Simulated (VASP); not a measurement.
Input for VASP

**INCAR**
```
SYSTEM = K2S
PREC = Accurate; ENCUT = 520; LREAL = F
LASPH = T
EDIFF = 1E-7; NELM = 100; ALGO = Normal
ISMEAR = -5
GGA = BO; LUSE_VDW = T; AGGAC = 0.0
PARAM1 = 0.1833333333; PARAM2 = 0.22
ISIF = 2
LWAVE = F; LCHARG = T; LORBIT = 11
NEDOS = 601
LEFG = T
```

### KPOINTS
```
Automatic mesh
0
Gamma
6 6 6
0 0 0
```

File POSCAR:
```
K2S
1
    0.0000000000     3.6851217586     3.6851217586
    3.6851217586     0.0000000000     3.6851217586
    3.6851217586     3.6851217586     0.0000000000
K S
2 1
Direct
  0.2500000000   0.2500000000   0.2500000000
  0.7500000000   0.7500000000   0.7500000000
  0.0000000000   0.0000000000   0.0000000000
```

POTCAR, in this order: K_sv S (PBE.64 set). Program: vasp_std.

### Question
Write an equivalent input for Quantum ESPRESSO's pw.x.

### Answer
One equivalent input (not run):
```
&CONTROL
  calculation = 'scf'
  pseudo_dir = './pseudo'
  outdir = './out'
  tprnfor = .true.
  tstress = .true.
/
&SYSTEM
  ibrav = 0
  nat = 3
  ntyp = 2
  ecutwfc = 74
  occupations = 'tetrahedra'
  input_dft = 'vdw-df-obk8'
/
&ELECTRONS
  conv_thr = 7.3e-09
  electron_maxstep = 100
/
ATOMIC_SPECIES
  K 39.098 K.upf
  S 32.060 S.upf
CELL_PARAMETERS angstrom
     0.0000000    3.6851218    3.6851218
     3.6851218    0.0000000    3.6851218
     3.6851218    3.6851218    0.0000000
ATOMIC_POSITIONS crystal
  K    0.2500000  0.2500000  0.2500000
  K    0.7500000  0.7500000  0.7500000
  S    0.0000000  0.0000000  0.0000000
K_POINTS automatic
  6 6 6 0 0 0
```
Limits of the translation: the potentials are each code's own (VASP's PAW set, PseudoDojo norm-conserving files in pw.x), so ENCUT and ecutwfc are chosen apart and not converted; conv_thr bounds pw.x's estimated SCF error, while EDIFF bounds the energy change between steps; the field gradients of LEFG aren't asked of the other code.

The compound is K2S in the antifluorite structure. It was relaxed first.
